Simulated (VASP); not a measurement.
**HfIn4SiO6: electrostatic potential with PBE**

Crystal: HfIn4SiO6.

```
Hf In Si O
1.0
     2.71603   -4.70332    0.00448
     2.71603    4.70332    0.00448
    -1.86309    0.00000    7.40415
Hf In Si O
1 4 1 6
Cartesian
  2.7160 2.7768 0.0045
  1.7845 1.2098 3.7066
  2.7160 -0.3586 0.0045
  1.7845 4.3741 3.7066
  1.7845 -1.9666 3.7066
  2.7160 -3.4942 0.0045
  -1.1351 -0.1798 6.4177
  4.7040 -0.1798 0.9954
  1.6933 -2.1708 6.4226
  1.8757 -2.1708 0.9906
  1.5632 1.2736 0.9906
  2.0058 1.2736 6.4226
```

The cell was built by a generator and needn't be a form met in nature.

```yaml
Program: VASP 6.6.1
Task: electrostatic potential
Functional: PBE
Potentials_or_basis: VASP PAW PBE potentials, release 64 (Hf_pv, In_d, Si, O)
Cutoff: 520 eV
k_mesh: 6 × 6 × 4
Occupations: fermi-dirac, width 0.05 eV
Spin: no spin polarisation
Further_INCAR_settings: ALGO = Normal; EDIFF = 1e-07
```

The pressure is -0.4 GPa and the largest force is 0.132 eV/Å. The band gap on the k mesh is none (metal or under the smearing width).

Forces in eV/Å, atoms in the order of the input:
```
Hf   0.000 -0.007  0.000
In   0.000 -0.002  0.000
In   0.000 -0.001  0.000
In   0.000 -0.001  0.000
In   0.000  0.005  0.000
Si   0.000 -0.005  0.000
O   -0.047 -0.116  0.028
O    0.047 -0.116 -0.028
O    0.121  0.017  0.025
O   -0.121  0.017 -0.025
O    0.075  0.105 -0.027
O   -0.075  0.105  0.027
```

Stress tensor (GPa, compression positive):
```
-0.33  0.00 -0.01
 0.00 -0.39  0.00
-0.01  0.00 -0.46
```

Levels at points of the mesh, in eV from the Fermi level:
| k point | band 49 | band 50 | band 51 | band 52 | band 53 | band 54 |
| --- | --- | --- | --- | --- | --- | --- |
| (0.00, 0.00, 0.00) | -0.86 | -0.66 | -0.35 | -0.21 | -0.04 | -0.01 |
| (0.50, 0.00, 0.00) | -3.41 | -2.27 | -1.97 | 1.12 | 1.51 | 1.86 |
| (0.50, 0.50, 0.00) | -3.55 | -2.19 | -1.77 | 1.20 | 1.60 | 1.63 |
| (0.00, 0.00, 0.50) | -1.10 | -0.85 | -0.66 | -0.19 | -0.15 | -0.05 |
| (0.50, 0.00, 0.50) | -3.22 | -2.18 | -1.77 | 0.94 | 1.36 | 1.92 |
| (0.50, 0.50, 0.50) | -3.14 | -2.27 | -1.94 | 0.86 | 1.40 | 1.95 |

Wall time 4 min on 4 MPI ranks on Intel(R) Xeon(R) Platinum 8488C (Sapphire Rapids) (shared host), peak memory 0.61 GiB a rank.

The run has no spin-orbit coupling, so splittings on Hf are missing.
